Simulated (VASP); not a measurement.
**CeO2: from the relaxed cell to its vibrations**

What lattice, stiffness and vibrations does CeO2 have at one level of theory? The starting structure is a measured crystal structure from the Crystallography Open Database. All runs use LDA.

Program: VASP 6.6.1. Level of theory: Kohn-Sham DFT with plane waves and PAW; LDA. Results are calculated unless marked as measured.

**1. Set-up**

The structure is cubic, space group Fm-3m (No. 225). Conventional cell: a = 5.410 Å, b = 5.410 Å, c = 5.410 Å, α = 90.00°, β = 90.00°, γ = 90.00°. Nearest to Ce lie 8 O at 2.34 Å. Nearest to O lie 4 Ce at 2.34 Å. Farther neighbours and most contacts between anions are not listed.

**2. Relaxation**

This run starts from the cell of an earlier relaxation, which isn't shown; the restart sets up the plane waves anew.

File INCAR:

```
SYSTEM = CeO2
PREC = Accurate
ENCUT = 560
EDIFF = 1E-07
NELM = 100
ISMEAR = 0
SIGMA = 0.03
LREAL = .FALSE.
ALGO = Normal
GGA = CA
NBANDS = 18
LASPH = .TRUE.
LORBIT = 11
LWAVE = .FALSE.
LCHARG = .FALSE.
KPAR = 4
IBRION = 2
NSW = 50
ISIF = 3
EDIFFG = -0.002
```

File POSCAR:

```
CeO2
1.0
    0.0000000000      2.6811300895      2.6811300895
    2.6811300895      0.0000000000      2.6811300895
    2.6811300895      2.6811300895      0.0000000000
Ce O
1 2
Direct
    0.0000000000      0.0000000000      0.0000000000
    0.7500000000      0.7500000000      0.7500000000
    0.2500000000      0.2500000000      0.2500000000
```

File KPOINTS:

```
Automatic mesh
0
Gamma
8 8 8
0 0 0
```

Potentials, in the order of the species: Ce and O (LDA family, release 64).

Launch:

```
$ mpirun -np 4 vasp_std
```

Log:

```text
[banner, memory and clock lines left out]
running    4 mpi-ranks, on    1 nodes
 distrk:  each k-point on    1 cores,    4 groups
 distr:  one band on    1 cores,    1 groups

 POSCAR found type information on POSCAR CeO
 POSCAR found :  2 types and       3 ions
 LDA part: xc-table for (Slater(with rela. corr.)+CA(PZ))
 , standard interpolation
 POSCAR, INCAR and KPOINTS ok, starting setup
 FFT: planning ... GRIDC
 FFT: planning ... GRID_SOFT
 FFT: planning ... GRID
 WAVECAR not read
 entering main loop
       N       E                     dE             d eps       ncg     rms          rms(c)
DAV:   1     0.221268633271E+03    0.22127E+03   -0.12227E+04  1052   0.178E+03
DAV:   2     0.103665607278E+02   -0.21090E+03   -0.18627E+03  1272   0.294E+02
DAV:   3    -0.328630896884E+02   -0.43230E+02   -0.40915E+02  1298   0.142E+02
DAV:   4    -0.341589460393E+02   -0.12959E+01   -0.12952E+01  1406   0.270E+01
DAV:   5    -0.342282682667E+02   -0.69322E-01   -0.69314E-01  1902   0.510E+00    0.119E+03
DAV:   6    -0.322422207073E+02    0.19860E+01   -0.71145E+01  1458   0.512E+01    0.568E+01
DAV:   7    -0.502526453418E+02   -0.18010E+02   -0.33356E+02  1658   0.257E+02    0.511E+02
DAV:   8    -0.407043582014E+02    0.95483E+01   -0.24837E+01  1490   0.531E+01    0.623E+02
DAV:   9    -0.399268850857E+02    0.77747E+00   -0.17150E+00  1678   0.107E+01    0.601E+02
DAV:  10    -0.402045748618E+02   -0.27769E+00   -0.18207E-01  1576   0.301E+00    0.546E+02
DAV:  11    -0.330899142115E+02    0.71147E+01   -0.52835E+00  1686   0.206E+01    0.263E+02
DAV:  12    -0.300823437206E+02    0.30076E+01   -0.40652E+00  1644   0.176E+01    0.156E+02
DAV:  13    -0.300409222183E+02    0.41422E-01   -0.48606E-01  1758   0.412E+00    0.153E+02
DAV:  14    -0.299980774671E+02    0.42845E-01   -0.14068E-02  1412   0.823E-01    0.146E+02
[...]
DAV:  24    -0.288569154704E+02    0.13405E-02   -0.20590E-03  1678   0.320E-01    0.180E+00
DAV:  25    -0.288561659636E+02    0.74951E-03   -0.24722E-03  1476   0.396E-01    0.848E+00
DAV:  26    -0.288559034930E+02    0.26247E-03   -0.94364E-04  1292   0.289E-01    0.148E+00
DAV:  27    -0.288558574396E+02    0.46053E-04   -0.10425E-04  1552   0.889E-02    0.206E+00
DAV:  28    -0.288558339299E+02    0.23510E-04   -0.95155E-05  1196   0.631E-02    0.129E+00
DAV:  29    -0.288558303920E+02    0.35379E-05   -0.19534E-05  1426   0.388E-02    0.658E-02
DAV:  30    -0.288558303710E+02    0.20958E-07   -0.13667E-06  1578   0.969E-03    0.324E-02
DAV:  31    -0.288558304483E+02   -0.77300E-07   -0.66399E-07  1248   0.860E-03
   1 F= -.28855830E+02 E0= -.28855830E+02  d E =-.288558E+02
 curvature:   0.00 expect dE= 0.000E+00 dE for cont linesearch  0.000E+00
 trial: gam= 0.00000 g(F)=  0.263E-48 g(S)=  0.288E-05 ort = 0.000E+00 (trialstep = 0.100E+01)
 search vector abs. value=  0.288E-05
 bond charge predicted
       N       E                     dE             d eps       ncg     rms          rms(c)
DAV:   1    -0.288558538995E+02   -0.23528E-04   -0.62324E-04  1072   0.231E-01    0.312E+00
DAV:   2    -0.288558404945E+02    0.13405E-04   -0.19178E-04  1360   0.150E-01    0.514E-01
DAV:   3    -0.288558482417E+02   -0.77471E-05   -0.31424E-04  1516   0.159E-01    0.156E+00
DAV:   4    -0.288558270553E+02    0.21186E-04   -0.10623E-04  1504   0.996E-02    0.338E-02
DAV:   5    -0.288558270694E+02   -0.14165E-07   -0.22876E-06  1216   0.115E-02    0.860E-02
DAV:   6    -0.288558270753E+02   -0.58290E-08   -0.40391E-07  1322   0.323E-03
   2 F= -.28855827E+02 E0= -.28855827E+02  d E =0.337303E-05
 trial-energy change:    0.000003  1 .order    0.000002   -0.000003    0.000006
 step:   0.1675(harm=  0.3074)  dis= 0.00000  next Energy=   -28.855831 (dE=-0.234E-06)
 bond charge predicted
       N       E                     dE             d eps       ncg     rms          rms(c)
DAV:   1    -0.288558488081E+02   -0.21739E-04   -0.44553E-04  1072   0.196E-01    0.251E+00
DAV:   2    -0.288558386944E+02    0.10114E-04   -0.12465E-04  1360   0.121E-01    0.451E-01
DAV:   3    -0.288558427833E+02   -0.40890E-05   -0.18900E-04  1522   0.124E-01    0.116E+00
DAV:   4    -0.288558303199E+02    0.12463E-04   -0.63306E-05  1496   0.770E-02    0.610E-02
DAV:   5    -0.288558302964E+02    0.23512E-07   -0.13008E-06  1170   0.886E-03    0.430E-02
DAV:   6    -0.288558302759E+02    0.20450E-07   -0.28156E-07  1124   0.300E-03
   3 F= -.28855830E+02 E0= -.28855830E+02  d E =0.172384E-06
 curvature:  -0.15 expect dE=-0.988E-07 dE for cont linesearch -0.988E-07
 trial: gam= 0.00000 g(F)=  0.173E-47 g(S)=  0.670E-06 ort =-0.139E-05 (trialstep = 0.833E+00)
 search vector abs. value=  0.670E-06
 reached required accuracy - stopping structural energy minimisation
```

Run time: 47 s. Hardware: 4 MPI ranks of Intel Xeon Platinum 8488C (Sapphire Rapids), shared host; peak memory 0.68 GiB.

The logs omit lines about the potential files and the build; timing stands in the text.

Parts of OUTCAR (step 2):

```text
ion  position               nearest neighbor table
   1  0.000  0.000  0.000-   2 2.32   2 2.32   2 2.32   2 2.32   3 2.32   3 2.32   3 2.32   3 2.32

  LATTYP: Found a face centered cubic cell.
 ALAT       =     5.3622601790

 Subroutine GETGRP returns: Found 48 space group operations
 (whereof 48 operations were pure point group operations)

The static configuration has the point symmetry O_h .

 Found     29 irreducible k-points:

   k-points           NKPTS =     29   k-points in BZ     NKDIM =     29   number of bands    NBANDS=     18

   dimension x,y,z NGX =    30 NGY =   30 NGZ =   30
   dimension x,y,z NGXF=    60 NGYF=   60 NGZF=   60

   ENCUT  =  560.0 eV  41.16 Ry    6.42 a.u.   7.32  7.32  7.32*2*pi/ulx,y,z

   NELECT =      24.0000    total number of electrons

 k-points in reciprocal lattice and weights: Automatic mesh
   0.00000000  0.00000000  0.00000000       0.002
   0.12500000  0.00000000  0.00000000       0.016
   0.25000000  0.00000000  0.00000000       0.016
   0.37500000  0.00000000  0.00000000       0.016
   0.50000000  0.00000000  0.00000000       0.008
   0.12500000  0.12500000  0.00000000       0.012
   0.25000000  0.12500000  0.00000000       0.047
   0.37500000  0.12500000  0.00000000       0.047
   0.50000000  0.12500000  0.00000000       0.047
[...]
-0.37500000  0.50000000  0.12500000       0.023
  -0.25000000  0.50000000  0.25000000       0.012

 average (electrostatic) potential at core
       1 -75.6651       2 -69.0088       3 -69.0088

 E-fermi :   5.4221

 k-point     1 :       0.0000    0.0000    0.0000
  band No.  band energies     occupation
    ...
      8       1.1687      2.00000
      9       1.1687      2.00000
     10       4.5660      2.00000
     11       4.5660      2.00000
     12       4.5660      2.00000
     13       7.5473      0.00000
     14       7.5473      0.00000
     15       7.5473      0.00000
     16       7.8524      0.00000
     17       8.2716      0.00000
    ...

 k-point     2 :       0.1250    0.0000    0.0000
  band No.  band energies     occupation
    ...
      8       1.3219      2.00000
      9       1.5968      2.00000
     10       4.4232      2.00000
     11       4.5090      2.00000
     12       4.5090      2.00000
     13       7.5306      0.00000
     14       7.5306      0.00000
     15       7.5488      0.00000
     16       7.8722      0.00000
     17       8.1296      0.00000
    ...

 k-point     3 :       0.2500    0.0000    0.0000
  band No.  band energies     occupation
    ...
      8       1.6719      2.00000
      9       2.5901      2.00000
     10       4.1805      2.00000
     11       4.4113      2.00000
     12       4.4113      2.00000
     13       7.4794      0.00000
     14       7.4794      0.00000
     15       7.5524      0.00000
     16       7.7672      0.00000
     17       8.0322      0.00000
    ...

  Total       -0.0037274     -0.0037274     -0.0037274      0.0000000      0.0000000      0.0000000
  in kB       -0.1549189     -0.1549189     -0.1549189      0.0000000      0.0000000      0.0000000
  external PRESSURE =      -0.1549189 kB  Pullay stress =       0.0000000 kB

  energy-cutoff  :      560.00
  volume of cell :       38.55
      direct lattice vectors                 reciprocal lattice vectors
     0.000000000  2.681185901  2.681185901    -0.186484645  0.186484645  0.186484645
     2.681185901  0.000000000  2.681185901     0.186484645 -0.186484645  0.186484645
     2.681185901  2.681185901 -0.000000000     0.186484645  0.186484645 -0.186484645

 POSITION                                       TOTAL-FORCE (eV/Angst)
 -----------------------------------------------------------------------------------
      0.00000      0.00000     -0.00000        -0.000000     -0.000000     -0.000000
      4.02178      4.02178      4.02178        -0.000000     -0.000000      0.000000
      1.34059      1.34059      1.34059         0.000000      0.000000     -0.000000
 -----------------------------------------------------------------------------------
    total drift:                                0.000000     -0.000000      0.000000

  FREE ENERGIE OF THE ION-ELECTRON SYSTEM (eV)
  ---------------------------------------------------
  free  energy   TOTEN  =       -28.8558302759 eV

  energy  without entropy=      -28.8558302759  energy(sigma->0) =      -28.85583028

 reached required accuracy - stopping structural energy minimisation

 total charge
# of ion       s       p       d       f       tot
--------------------------------------------------
    1        2.028   5.806   0.939   1.005   9.778
    2        1.566   3.432   0.000   0.000   4.998
    3        1.566   3.432   0.000   0.000   4.998
--------------------------------------------------
tot          5.160  12.671   0.939   1.005  19.774

[... 3 further parts left out ...]
```

CONTCAR:

```
CeO2
   1.00000000000000
     0.0000000000000000    2.6811859011653634    2.6811859011653634
     2.6811859011653634    0.0000000000000000    2.6811859011653634
     2.6811859011653634    2.6811859011653634   -0.0000000000000000
  Ce              O
     1     2
Direct
     0.0000000000000000    0.0000000000000000    0.0000000000000000
     0.7500000000000000    0.7500000000000000    0.7500000000000000
     0.2500000000000000    0.2500000000000000    0.2500000000000000
```

This run has no spin polarisation, although Ce can carry a moment. The run keeps the 48 symmetry operations of its start, so it cannot find a distortion of lower symmetry.

The relaxed cell holds 12.850 Å³ an atom, with a = 5.362 Å (-0.9 % against the database cell). Pressures at 0.985 and 1.015 times this volume, from two more relaxations that aren't shown, give a bulk modulus of 206.4 GPa.

**3. Elastic constants**

File INCAR:

```
SYSTEM = CeO2
PREC = Accurate
ENCUT = 800
EDIFF = 1E-08
NELM = 100
ISMEAR = 0
SIGMA = 0.03
LREAL = .FALSE.
ALGO = Normal
GGA = CA
NBANDS = 18
LASPH = .TRUE.
LORBIT = 11
LWAVE = .FALSE.
LCHARG = .FALSE.
KPAR = 4
IBRION = 6
NFREE = 2
POTIM = 0.015
ISIF = 3
NSW = 1
```

File POSCAR:

```
CeO2
1.0
    0.0000000000      2.6811859012      2.6811859012
    2.6811859012      0.0000000000      2.6811859012
    2.6811859012      2.6811859012      0.0000000000
Ce O
1 2
Direct
    0.0000000000      0.0000000000      0.0000000000
    0.7500000000      0.7500000000      0.7500000000
    0.2500000000      0.2500000000      0.2500000000
```

KPOINTS is that of step 2.

Launch:

```
$ mpirun -np 4 vasp_std
```

Log:

```text
[... set-up lines as in an earlier step ...]
 entering main loop
       N       E                     dE             d eps       ncg     rms          rms(c)
DAV:   1     0.253093000824E+03    0.25309E+03   -0.15436E+04  1044   0.233E+03
DAV:   2     0.184082569366E+02   -0.23468E+03   -0.21120E+03  1268   0.337E+02
DAV:   3    -0.325810925802E+02   -0.50989E+02   -0.47060E+02  1382   0.163E+02
DAV:   4    -0.341274296618E+02   -0.15463E+01   -0.15453E+01  1258   0.312E+01
[...]
DAV:  32    -0.288645408458E+02   -0.48727E-07   -0.22113E-07  1538   0.476E-03    0.101E-01
DAV:  33    -0.288645408007E+02    0.45123E-07   -0.25730E-07  1508   0.520E-03    0.125E-02
DAV:  34    -0.288645408000E+02    0.69713E-09   -0.11458E-08   728   0.122E-03
   1 F= -.28864541E+02 E0= -.28864541E+02  d E =-.346397E-15
[... from here on, the cycles between the ionic steps are left out ...]
   2 F= -.28854906E+02 E0= -.28854906E+02  d E =-.930255E-22
   3 F= -.28853912E+02 E0= -.28853912E+02  d E =-.502673E-21
   4 F= -.28854906E+02 E0= -.28854906E+02  d E =-.942313E-22
   5 F= -.28853912E+02 E0= -.28853912E+02  d E =-.465216E-21
   6 F= -.28854906E+02 E0= -.28854906E+02  d E =-.923861E-22
   7 F= -.28853912E+02 E0= -.28853912E+02  d E =-.475364E-21
   8 F= -.28862612E+02 E0= -.28862612E+02  d E =-.247730E-15
   9 F= -.28862612E+02 E0= -.28862612E+02  d E =-.248090E-15
  10 F= -.28862612E+02 E0= -.28862612E+02  d E =-.247987E-15
  11 F= -.28862612E+02 E0= -.28862612E+02  d E =-.247752E-15
  12 F= -.28862612E+02 E0= -.28862612E+02  d E =-.247724E-15
  13 F= -.28862612E+02 E0= -.28862612E+02  d E =-.115674E-17
  14 F= -.28863608E+02 E0= -.28863608E+02  d E =-.268227E-15
  15 F= -.28863608E+02 E0= -.28863608E+02  d E =-.265420E-15
  16 F= -.28863658E+02 E0= -.28863658E+02  d E =-.385646E-15
  17 F= -.28863658E+02 E0= -.28863658E+02  d E =-.213575E-15
 Finite differences progress:
  Degree of freedom:   8/  8
  Displacement:        2/  2
  Total:              16/ 16
```

Elapsed: 11 min, on 4 MPI ranks; peak memory 1.8 GiB; 45 min of CPU time.

From OUTCAR (step 3):

```text
  Total        0.0092782      0.0067254      0.0067254      0.0000000     -0.0331610      0.0000000
  in kB        0.3856220      0.2795213      0.2795213      0.0000000     -1.3782487      0.0000000
  external PRESSURE =       0.3148882 kB  Pullay stress =       0.0000000 kB

 POSITION                                       TOTAL-FORCE (eV/Angst)
 -----------------------------------------------------------------------------------
      0.00000      0.00000      0.00000        -0.062035     -0.000000     -0.000000
      4.00678      4.02178      4.02178         0.117478      0.000000      0.000000
      1.34059      1.34059      1.34059        -0.055443      0.000000      0.000000
 -----------------------------------------------------------------------------------
    total drift:                               -0.000338      0.000000      0.000000

  FREE ENERGIE OF THE ION-ELECTRON SYSTEM (eV)
  ---------------------------------------------------
  free  energy   TOTEN  =       -28.8636583106 eV

  energy  without entropy=      -28.8636583106  energy(sigma->0) =      -28.86365831

[... 1 part as in an earlier step ...]

[... 2 further parts left out ...]
[key lines of the parts left out:]
E-fermi :   5.4216
```

The last energy, forces and stress in OUTCAR belong to the last displaced cell, not to that of POSCAR.

The elastic tensor has C11 = 376.3, C12 = 120.4, C44 = 67.9 GPa; its Hill averages are a bulk modulus of 205.7 and a shear modulus of 87.8 GPa.

**4. Modes of the relaxed cell**

File INCAR:

```
SYSTEM = CeO2
PREC = Accurate
ENCUT = 560
EDIFF = 1E-08
NELM = 100
ISMEAR = 0
SIGMA = 0.03
LREAL = .FALSE.
ALGO = Normal
GGA = CA
NBANDS = 18
LASPH = .TRUE.
LORBIT = 11
LWAVE = .FALSE.
LCHARG = .FALSE.
KPAR = 4
IBRION = 8
LEPSILON = .TRUE.
LPEAD = .TRUE.
ISIF = 2
```

POSCAR is that of step 3.

File KPOINTS:

```
Automatic mesh
0
Gamma
14 14 14
0 0 0
```

Launch:

```
$ mpirun -np 4 vasp_std
```

Log:

```text
[... set-up lines as in an earlier step ...]
 entering main loop
       N       E                     dE             d eps       ncg     rms          rms(c)
DAV:   1     0.227722229896E+03    0.22772E+03   -0.12252E+04  3768   0.178E+03
DAV:   2     0.790886941990E+01   -0.21981E+03   -0.19760E+03  4852   0.296E+02
DAV:   3    -0.328239051561E+02   -0.40733E+02   -0.37681E+02  4542   0.144E+02
DAV:   4    -0.341518302155E+02   -0.13279E+01   -0.13260E+01  5110   0.263E+01
[...]
DAV:  34    -0.288558195674E+02    0.41273E-08   -0.12157E-07  4830   0.336E-03    0.238E-02
DAV:  35    -0.288558195451E+02    0.22250E-07   -0.10306E-07  5216   0.280E-03    0.211E-02
DAV:  36    -0.288558195445E+02    0.64165E-09   -0.68324E-09  2254   0.609E-04
   1 F= -.28855820E+02 E0= -.28855820E+02  d E =-.664554E-15
 Linear response reoptimize wavefunctions to high precision
DAV:   1    -0.288558195446E+02   -0.12142E-09   -0.10479E-09  2344   0.261E-04
DAV:   2    -0.288558195447E+02   -0.30923E-10   -0.26994E-10  2064   0.143E-04
 Linear response to external field (no local field effect), progress :
[...]
RMM:  13    -0.342239156107E+00   -0.46288E-04   -0.31702E-05 21626   0.177E-02    0.454E-02
 first order change of Fermi-energy  -0.25148E-02
 force on displaced ion       1 direction 1 :  -9.073   0.000   0.000
 Born effective charge ion    1 direction 1 :   5.791   0.000   0.000
 Linear response progress:
  Degree of freedom:   2/  2
       N       E                     dE             d eps       ncg     rms          rms(c)
RMM:   1    -0.371325983314E+00   -0.37133E+00    0.16722E-01 33938   0.379E+00
RMM:   2    -0.357657930722E+00    0.13668E-01   -0.22017E-02 24592   0.102E+00    0.101E+01
RMM:   3    -0.360225645735E+00   -0.25677E-02   -0.55221E-03 31114   0.330E-01    0.653E+00
RMM:   4    -0.362673425359E+00   -0.24478E-02   -0.13700E-03 28672   0.258E-01    0.119E+00
[...]
RMM:  17    -0.361989934488E+00    0.22844E-07   -0.16573E-08 44119   0.399E-04    0.494E-03
RMM:  18    -0.361989951337E+00   -0.16849E-07   -0.15663E-08 43488   0.318E-04    0.528E-03
RMM:  19    -0.361989793804E+00    0.15753E-06   -0.15759E-08 36674   0.341E-04    0.527E-03
 first order change of Fermi-energy   0.25343E-01
 force on displaced ion       2 direction 1 :  -7.810  -0.000  -0.000
 Born effective charge ion    2 direction 1 :  -2.891   0.000   0.000
 Born effective charges drift removed
 Linear response finished
```

It took 16 min on 4 MPI ranks; peak memory 4.4 GiB.

From OUTCAR (step 4):

```text
  Total       -0.0023875     -0.0023875     -0.0023875      0.0000000      0.0000000     -0.0000000
  in kB       -0.0992293     -0.0992293     -0.0992293      0.0000000      0.0000000     -0.0000000
  external PRESSURE =      -0.0992293 kB  Pullay stress =       0.0000000 kB

 POSITION                                       TOTAL-FORCE (eV/Angst)
 -----------------------------------------------------------------------------------
      0.00000      0.00000      0.00000        -0.000000     -0.000000     -0.000000
      4.02178      4.02178      4.02178        -0.000000     -0.000000     -0.000000
      1.34059      1.34059      1.34059         0.000000      0.000000      0.000000
 -----------------------------------------------------------------------------------
    total drift:                                0.000000     -0.000000      0.000000

 MACROSCOPIC STATIC DIELECTRIC TENSOR (including local field effects in DFT)
 ------------------------------------------------------
           7.966239    -0.000000     0.000000
           0.000000     7.966239     0.000000
          -0.000000     0.000000     7.966239
 ------------------------------------------------------

 MACROSCOPIC STATIC DIELECTRIC TENSOR IONIC CONTRIBUTION
 ------------------------------------------------------
          17.841095    -0.000000     0.000000
          -0.000000    17.841095     0.000000
           0.000000     0.000000    17.841095
 ------------------------------------------------------

[... 2 further parts left out ...]
```

The zone-centre modes at 12.850 Å³ an atom are T2g 442.3, T1u 295.7 cm⁻¹.

[end of part 1 of 2]

[Lines on the potential files, build, host, timing and source positions are cut from VASP's logs without a mark.]

[Logs are printed without paths, hosts, clocks, repeated set-up lines and the standing remarks that a program may print on its own settings, such as how far it seeks lower states.]

[Hosts, paths, dates, database ids (printed as entryN), source tags and the programs' standing remarks are cut or masked in the printed files.]
